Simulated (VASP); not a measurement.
Given:

```xyz
2
Lattice="0.0000 2.3617 2.3617 2.3617 0.0000 2.3617 2.3617 2.3617 0.0000" Properties=species:S:1:pos:R:3 pbc="T T T"
Na     2.3617     0.0000     2.3617
F      2.3617     2.3617     2.3617
```

Computed with PBE GGA with D3 dispersion (zero damping), VASP's PBE PAW potentials (set 64) (plane waves; VASP 6.6.1). Run with 520 eV cut-off, 10×10×10 Γ-centred mesh, Gaussian smearing of 0.050 eV, potentials Na_pv F.

### Question
Give the stress tensor in GPa (positive for a compressed cell).

### Answer

```
-2.28   0.00   0.00
 0.00  -2.28   0.00
 0.00   0.00  -2.28
```
The pressure is its mean diagonal, -2.28 GPa.

The compound is NaF in the rock salt structure. This cell is one point of a volume scan, at 1.06 of the reference volume.
